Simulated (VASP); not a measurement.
Input for VASP

### INCAR
```
SYSTEM  =  CaSe
PREC  =  Accurate; ENCUT  =  400; LREAL  =  .FALSE.
LASPH  =  .TRUE.
EDIFF  =  1E-6; NELM  =  100; ALGO  =  Normal
LMAXMIX  =  4
ISMEAR  =  0; SIGMA  =  0.05
GGA  =  PE
ISIF  =  2
LWAVE  =  .FALSE.; LCHARG  =  .FALSE.
```

File POSCAR:
```
CaSe
1.0
  0.0000000000   3.0266780000   2.9685800000
  2.8950150000   0.0000000000   2.9685800000
  2.8950150000   3.0266780000   0.0000000000
Ca Se
1 1
Cart
  0.0000000000   0.0000000000   0.0000000000
  2.9835850889   3.0266780000   2.9685800000
```

**KPOINTS**
```
Automatic mesh
0
Gamma
7 7 7
0 0 0
```

POTCAR, in this order: Ca_sv Se (PBE.64 set). Program: vasp_std.

### Question
Translate this PBE calculation to Quantum ESPRESSO's pw.x.

### Answer
One equivalent input (not run):
```
&CONTROL
  calculation = 'scf'
  pseudo_dir = './pseudo'
  outdir = './out'
  tprnfor = .true.
  tstress = .true.
/
&SYSTEM
  ibrav = 0
  nat = 2
  ntyp = 2
  ecutwfc = 86
  occupations = 'smearing'
  smearing = 'gaussian'
  degauss = 0.003675
  input_dft = 'pbe'
/
&ELECTRONS
  conv_thr = 7.3e-08
  electron_maxstep = 100
/
ATOMIC_SPECIES
  Ca 40.078 Ca.upf
  Se 78.971 Se.upf
CELL_PARAMETERS angstrom
     0.0000000    3.0266780    2.9685800
     2.8950150    0.0000000    2.9685800
     2.8950150    3.0266780    0.0000000
ATOMIC_POSITIONS crystal
  Ca   0.0000000  0.0000000  0.0000000
  Se   0.4847030  0.5152970  0.5152970
K_POINTS automatic
  7 7 7 0 0 0
```
Limits of the translation: the potentials are each code's own (VASP's PAW set, PseudoDojo norm-conserving files in pw.x), so ENCUT and ecutwfc are chosen apart and not converted; conv_thr bounds pw.x's estimated SCF error, while EDIFF bounds the energy change between steps.

The compound is CaSe in the rock salt structure. The cell was not relaxed at this level, atoms are displaced from their ideal sites.
